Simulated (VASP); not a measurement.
Data:

```xyz
2
Lattice="0.0000 3.2090 3.2090 3.2090 0.0000 3.2090 3.2090 3.2090 0.0000" Properties=species:S:1:pos:R:3 pbc="T T T"
Sn     0.0000     0.0000     0.0000
S      4.8135     4.8135     4.8135
```

Computed with PBEsol GGA, VASP's PBE PAW potentials (set 64) (plane waves; VASP). Numerical set-up: 400 eV cut-off, Gaussian smearing of 0.050 eV, potentials Sn_d S.

Unless said otherwise, spin-orbit coupling is left out, though it shifts the bands of the heavy elements here.

Problem. What does the run give for the band gap (along the path) with the smallest direct gap where there is one?

Solution. 
```json
{
  "band gap (along the path)": "none (metal, semimetal or under 0.01 eV)"
}
```

The structure comes from a computed database's SnS entry (F-43m); how it stands against other phases isn't given here. It was relaxed first, which changed the volume by -5 %.
